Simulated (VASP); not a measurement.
The cell holds one Ag (fcc) (100) slab, with vacuum along c, ions free to move until forces fall under 0.03 eV/Å, no reconstruction beyond this cell, dipole correction on.

Given:

```
Ag
1.0
    2.86438     0.00000     0.00000
    0.00000     2.86438     0.00000
    0.00000     0.00000    27.00898
Ag
6
Direct
  0.00000   0.50000   0.31336
  0.50000   0.00000   0.38673
  0.00000   0.50000   0.46244
  0.50000   0.00000   0.53756
  0.00000   0.50000   0.61327
  0.50000   0.00000   0.68664
```

The numbers are results of PBEsol GGA, VASP's PBE PAW potentials (set 64) (plane waves; VASP), not measurements. Run with 400 eV cut-off, 10×10×1 Γ-centred mesh, first-order Methfessel-Paxton smearing of 0.10 eV, potentials Ag.

Slab and bulk use different k-meshes, so the surface energy is good to a few per cent at best.

Problem. Predict its surface energy, work function, band gap (on the k-mesh).

Solution. 
The surface energy is 1.13 J/m^2 and the work function comes out as 4.34 eV. The band gap (on the k-mesh) is none (metal, semimetal or under 0.01 eV).

Measured: work function 4.36 eV (computed value off by -0.02 eV), as given by Abhirup Patra et al., Proceedings of the National Academy of Sciences (2017), arXiv:1702.08515.

The cell is a thin slab with vacuum, built from Ag (fcc): (100) face.
